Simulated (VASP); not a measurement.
An input for Ansatz (written as the equivalent of a VASP run, and not itself run):

Ansatz 0.2 input:
```yaml
crystal:
  lattice:
    - [2.8950000, 0.0000000, 0.0000000]
    - [-1.4475000, 2.5071440, 0.0000000]
    - [0.0000000, 0.0000000, 4.8250000]
  atoms:
    - { symbol: Ga, position: [0.0000000, 0.0000000, 0.0000000] }
    - { symbol: Ga, position: [0.0000000, 0.0000000, 0.5000000] }
    - { symbol: N, position: [0.3333330, 0.6666670, 0.2500000] }
    - { symbol: N, position: [0.6666670, 0.3333330, 0.7500000] }
kpoints:
  mp_grid: { grid: [9, 9, 5] }
hamiltonian:
  xc: pbe
  pseudopotentials: { kind: paw }
scf:
  occupations: { method: gaussian, width: 0.05 }
  max_iter: 100
relax:
  max_steps: 60
  f_tol: 0.01
  cell: {}
output: { forces: true, stress: true, eigenvalues: true }
```

**Question.** Write the VASP files for the same calculation (PBE).

**Answer.** Several could match; the one computed here: 
INCAR:
```
! general
SYSTEM   =  GaN
PREC     =  Accurate
ENCUT    =  520   ! plane-wave cut-off (eV)
LREAL    =  .False.
LASPH    =  .True.

! electronic loop
EDIFF    =  1E-6
NELM     =  100   ! most electronic steps
ALGO     =  Normal   ! blocked Davidson
LMAXMIX  =  4   ! l cut-off of mixed one-centre charges

! smearing
ISMEAR   =  0
SIGMA    =  0.05   ! width (eV)

! functional
GGA      =  PE

! ions
IBRION   =  2   ! conjugate gradients
NSW      =  60
ISIF     =  3
EDIFFG   =  -0.01   ! ionic stop

! output
LWAVE    =  .False.
LCHARG   =  .False.
```

File POSCAR:
```
GaN
1.0
  2.8950000000   0.0000000000   0.0000000000
 -1.4475000000   2.5071440000   0.0000000000
  0.0000000000   0.0000000000   4.8250000000
Ga N
2 2
Cartesian
  0.0000000000   0.0000000000   0.0000000000
  0.0000000000   0.0000000000   2.4125000000
 -0.0000014475   1.6714301690   1.2062500000
  1.4475014475   0.8357138310   3.6187500000
```

KPOINTS:
```
Automatic mesh
0
Gamma
9 9 5
0 0 0
```

POTCAR, in this order: Ga_d N (PBE.64 set). Program: vasp_std.

What does not carry over: each code has its own PAW files, so the cut-off isn't converted (ENCUT is set for VASP's; basis.ecutwfc is left out, and Ansatz then takes the one that its files recommend); Ansatz stops its SCF on the density residual and VASP on the energy change (EDIFF).

The structure was generated: GaN was put into the NiAs type type (P6_3/mmc), which need not be its known phase. This run relaxes it. Symmetry was kept, so distortions that lower it aren't found.
